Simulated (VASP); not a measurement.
A convergence study with VASP on Ru: one setting is varied, all else stays as given below, so the limit is that of these other settings.

```xyz
4
Lattice="2.7019 0.0000 0.0000 -1.3509 2.3399 0.0000 0.0000 0.0000 20.4007" Properties=species:S:1:pos:R:3 pbc="T T T"
Ru     1.3509     0.7800     7.0000
Ru     0.0000     1.5599     9.1336
Ru     1.3509     0.7800    11.2672
Ru     0.0000     1.5599    13.4007
```

These are PBE GGA, VASP's PBE PAW potentials (set 64) (plane waves; VASP) values and carry that method's errors. The tightest run used: 300 eV cut-off, 36×36×1 Γ-centred mesh, Fermi-Dirac smearing of 0.10 eV, potentials Ru_pv.

```
setting       E (eV/atom)  largest force (eV/Å)  irreducible k-points
------------  -----------  --------------------  --------------------
3×3×1 mesh        -8.0426                 1.288                     3
4×4×1 mesh        -8.7655                 0.875                     4
5×5×1 mesh        -8.7716                 0.617                     5
6×6×1 mesh        -8.7025                 0.518                     7
7×7×1 mesh        -8.7017                 0.811                     8
9×9×1 mesh        -8.7123                 0.446                    12
10×10×1 mesh      -8.7095                 0.611                    14
```

**Question.** These are the cheaper rows. Estimate the results at 36×36×1 mesh, and how far the last row shown lies from them.

**Answer.** 
```json
[
 {"quantity": "E (eV/atom)", "tightest run": "-8.7105", "last row shown is off by": "0.0010"},
 {"quantity": "largest force (eV/Å)", "tightest run": "0.590", "last row shown is off by": "0.021"}
]
```

VASP warned of too few bands at 14×14×1 mesh; 16×16×1 mesh; 19×19×1 mesh; 22×22×1 mesh; 26×26×1 mesh; 31×31×1 mesh; 36×36×1 mesh.

Left out are rungs that failed or repeat a setting and relaxations that didn't move; long series are thinned to 24 rows.

The cell is a sheet or thin cut with vacuum, built from a generated structure.
